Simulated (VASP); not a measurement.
Here is the system:

```
Fe
1.0
   -1.43500     1.43500     1.43500
    1.43500    -1.43500     1.43500
    1.43500     1.43500    -1.43500
Fe
1
Direct
  0.00000   0.00000   0.00000
```
Starting moments (μB, in the order of the record's atoms Fe): 2.5.

Calculation: PBEsol GGA, VASP's PBE PAW potentials (set 64) (plane waves; VASP). Run with 400 eV cut-off, 16×16×16 Γ-centred mesh, first-order Methfessel-Paxton smearing of 0.10 eV, potentials Fe.

Energy and stress use the plane-wave basis of the starting cell.

Problem. The ions, cell shape and volume are relaxed. Predict the relaxed structure.

Solution. 
```
Fe
1.0
   -1.39199     1.39199     1.39199
    1.39199    -1.39199     1.39199
    1.39199     1.39199    -1.39199
Fe
1
Direct
  0.00000   0.00000   0.00000
```
Space group Im-3m (229), at a tolerance of 0.03 Å. The cell ends with 2.09 μB, on the sites 2.07 μB.

Problem. How do energy and volume change from the first to the last step?

Solution. The energy (σ→0) changes by -54.0 meV/atom and the volume by -8.7 %, in 4 ionic steps.

The compound is Fe in the bcc structure. This run relaxes it. Symmetry was kept, so distortions that lower it aren't found.
